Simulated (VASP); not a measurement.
Energy against volume of Lu (hcp). Method: optB86b-vdW, VASP's PBE PAW potentials (set 64) (plane waves; VASP). Run with 520 eV cut-off, 12×12×7 Γ-centred mesh, first-order Methfessel-Paxton smearing of 0.10 eV, potentials Lu_3.

Shape and ions are relaxed at each volume.

```csv
V (Å³/atom),E (eV/atom)
26.501,-1.98811
27.346,-2.00279
28.192,-2.00815
29.038,-2.00534
```

Fit these four points and predict the energy of the run at 29.884 Å³/atom.

A cubic in V^(−2/3), the third-order Birch-Murnaghan form, passes through the four points with V0 = 28.31 Å³/atom and B0 = 51 GPa, and gives -1.9954 eV/atom there. The run gave -1.9953 eV/atom, +0.1 meV/atom from the fit; all five points give B0 = 51 GPa.

The compound is Lu in the hcp structure. It was relaxed first.
